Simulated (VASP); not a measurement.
A cell of ZrB2 (AlB2 type) near equilibrium:

```yaml
crystal:
  lattice:
    - [1.58304, -2.74191, 0.00000]
    - [1.58304, 2.74191, 0.00000]
    - [0.00000, 0.00000, 3.55639]
  atoms:
    - { symbol: Zr, position: [0.00000, 0.00000, 0.00000] }
    - { symbol: B, position: [0.33333, 0.66667, 0.50000] }
    - { symbol: B, position: [0.66667, 0.33333, 0.50000] }
```

Computed with r2SCAN meta-GGA, VASP's PBE PAW potentials (set 64) (plane waves; VASP).

| run | ΔE (meV/atom) | σxx | σyy | σzz | largest shear component, with its sign (GPa) | largest force (eV/Å) |
|---|---|---|---|---|---|---|
| as it is | 0.0 | 0.00 | 0.00 | -0.07 | 0.00 | 0.000 |
| after one change | 127.0 | 38.66 | 38.66 | 35.88 | 0.00 | 0.000 |
Stress is in GPa, positive when the cell is compressed.

Task: What was changed between the two runs?
A. isotropic strain of -4.0 %
B. uniaxial strain of -3.0 % along y
C. isotropic strain of -0.5 %
D. atom 3 (B) moved by 0.025 Å along z

Result: A, isotropic strain of -4.0 %

The compound is ZrB2 in the AlB2 type structure.
